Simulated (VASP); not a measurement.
A run of VASP 6.6.1:

INCAR

```
ALGO = Fast ; EDIFF = 1E-6
EDIFFG = -0.02 ; ENCUT = 600
GGA = PE ; IBRION = 2
ISIF = 3 ; ISMEAR = -1
ISPIN = 2 ; IVDW = 1
KPAR = 4 ; LASPH = T
LCHARG = F ; LMAXMIX = 6
LORBIT = 11 ; LREAL = F
LWAVE = F ; MAGMOM = 0 0 4 1 0 0 0 0 0 0
NELM = 100 ; NSW = 60
PREC = Accurate ; SIGMA = 0.05
```

File KPOINTS:

```
k-points
0
Gamma
  7 7 7
```

File POSCAR:

```
NaLaMnMoO6
1.0
   -2.7229400000      2.7229400000      3.8988900000
    2.7229400000     -2.7229400000      3.8988900000
    2.7229400000      2.7229400000     -3.8988900000
Na La Mn Mo O
1 1 1 1 6
Direct
    0.2500000000      0.7500000000      0.5000000000
    0.7500000000      0.2500000000      0.5000000000
    0.5000000000      0.5000000000      0.0000000000
    0.0000000000      0.0000000000      0.0000000000
    0.2076600000      0.2960700000      0.5037100000
    0.2960500000      0.7923400000      0.0884100000
    0.7923600000      0.7039500000      0.4962900000
    0.7039300000      0.2076400000      0.9115900000
    0.2519400000      0.2519400000      0.0000000000
    0.7480600000      0.7480600000      0.0000000000
```

Potentials or basis: VASP PAW PBE potentials, release 64 (Na_pv, La, Mn_pv, Mo_sv, O).

Command:

```console
$ cat potpaw_PBE.64/Na_pv/POTCAR potpaw_PBE.64/La/POTCAR potpaw_PBE.64/Mn_pv/POTCAR potpaw_PBE.64/Mo_sv/POTCAR potpaw_PBE.64/O/POTCAR > POTCAR
$ mpirun -np 4 vasp_std > vasp.out
```

Hardware: 4 MPI ranks on Intel(R) Xeon(R) 6975P-C (Granite Rapids), with other jobs on the host.

Q: Estimate the wall time of this run.

A: Wall time 56 min on 4 MPI ranks on Intel(R) Xeon(R) 6975P-C (Granite Rapids), on a shared host, peak memory 0.91 GiB a rank. Counts: scf iterations 229, k points 52, ion steps 16.
